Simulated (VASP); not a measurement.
Output of a VASP run:

OSZICAR:
```
       N       E                     dE             d eps       ncg     rms          rms(c)
DAV:   1     0.197757903267E+03    0.19776E+03   -0.15455E+04  1486   0.217E+03
DAV:   2    -0.205170941189E+02   -0.21827E+03   -0.21039E+03  1470   0.376E+02
DAV:   3    -0.315738666871E+02   -0.11057E+02   -0.10720E+02  1605   0.115E+02
DAV:   4    -0.318243317482E+02   -0.25047E+00   -0.24964E+00  1694   0.153E+01
DAV:   5    -0.318340084488E+02   -0.96767E-02   -0.96755E-02  1800   0.288E+00    0.222E+01
DAV:   6    -0.308494673536E+02    0.98454E+00   -0.51718E+01  1663   0.123E+02    0.151E+01
DAV:   7    -0.279975225619E+02    0.28519E+01   -0.14770E+01  1623   0.669E+01    0.512E+00
DAV:   8    -0.279021409738E+02    0.95382E-01   -0.61383E-01  1647   0.713E+00    0.151E+00
DAV:   9    -0.278839895219E+02    0.18151E-01   -0.30809E-02  2054   0.251E+00    0.586E-01
DAV:  10    -0.278814525642E+02    0.25370E-02   -0.35631E-03  1968   0.490E-01    0.256E-01
DAV:  11    -0.278808857783E+02    0.56679E-03   -0.77978E-04  2259   0.366E-01    0.639E-02
DAV:  12    -0.278808817777E+02    0.40006E-05   -0.12751E-04  1700   0.146E-01    0.175E-02
DAV:  13    -0.278808808954E+02    0.88230E-06   -0.84306E-06  1689   0.221E-02
   1 F= -.25452022E+02 E0= -.25452275E+02  d E =-.254520E+02
```

File OUTCAR:
```
------------------------ aborting loop because EDIFF is reached ----------------------------------------
  FORCE on cell =-STRESS in cart. coord.  units (eV):
  Direction    XX          YY          ZZ          XY          YZ          ZX
  --------------------------------------------------------------------------------------
  Total        2.4066376      2.4066376      2.4066376      0.0000000      0.0000000     -0.0000000
  in kB       99.0851085     99.0851085     99.0851085      0.0000000      0.0000000     -0.0000000
  external PRESSURE =      -0.9148915 kB  Pullay stress =     100.0000000 kB
  volume of cell :       38.91
      direct lattice vectors                 reciprocal lattice vectors
     3.388735195  0.000000000  0.000000000     0.295095350  0.000000000  0.000000000
     0.000000000  3.388735195  0.000000000     0.000000000  0.295095350  0.000000000
     0.000000000  0.000000000  3.388735195     0.000000000  0.000000000  0.295095350
 POSITION                                       TOTAL-FORCE (eV/Angst)
 -----------------------------------------------------------------------------------
      0.00000      0.00000      0.00000         0.000000      0.000000      0.000000
      0.00000      1.69437      1.69437         0.000000      0.000000      0.000000
      1.69437      0.00000      1.69437         0.000000      0.000000      0.000000
      1.69437      1.69437      0.00000         0.000000      0.000000      0.000000
 -----------------------------------------------------------------------------------
    total drift:                                0.000000      0.000000      0.000000
  FREE ENERGIE OF THE ION-ELECTRON SYSTEM (eV)
  ---------------------------------------------------
  free  energy   TOTEN  =       -27.8808808954 eV

  energy  without entropy=      -27.8816397623  energy(sigma->0) =      -27.88113385
  enthalpy is  TOTEN    =       -25.4520218208 eV   P V=        2.4288590746

 reached required accuracy - stopping structural energy minimisation
```
(Selected blocks of OUTCAR.)

### POSCAR
```
Ni3Si
1
    3.3887351950     0.0000000000     0.0000000000
   -0.0000000000     3.3887351950    -0.0000000000
   -0.0000000000     0.0000000000     3.3887351950
Si Ni
1 3
Direct
  0.0000000000   0.0000000000   0.0000000000
  0.0000000000   0.5000000000   0.5000000000
  0.5000000000   0.0000000000   0.5000000000
  0.5000000000   0.5000000000   0.0000000000
```

Task: Reconstruct the remaining input files.

Result: One answer among several that fit: the input of the run itself, LDA (Ceperley-Alder, Perdew-Zunger), plane waves, VASP's LDA PAW potentials (set 64).

**KPOINTS**
```
Automatic mesh
0
Gamma
9 9 9
0 0 0
```

### INCAR
```
SYSTEM=Ni3Si
PREC=Accurate; ENCUT=500; LREAL=.False.
LASPH=.True.
EDIFF=1E-6; NELM=100; ALGO=Normal
LMAXMIX=4
ISMEAR=1; SIGMA=0.1
IBRION=2; NSW=40; ISIF=3
EDIFFG=-0.02; PSTRESS=100
LWAVE=.False.; LCHARG=.False.
```

POTCAR, in this order: Si Ni (LDA.64 set). Program: vasp_std.

The compound is Ni3Si in the L1_2 structure. It was relaxed first under an external pressure of 10 GPa. The run is not spin-polarised, so no magnetic state was tried.
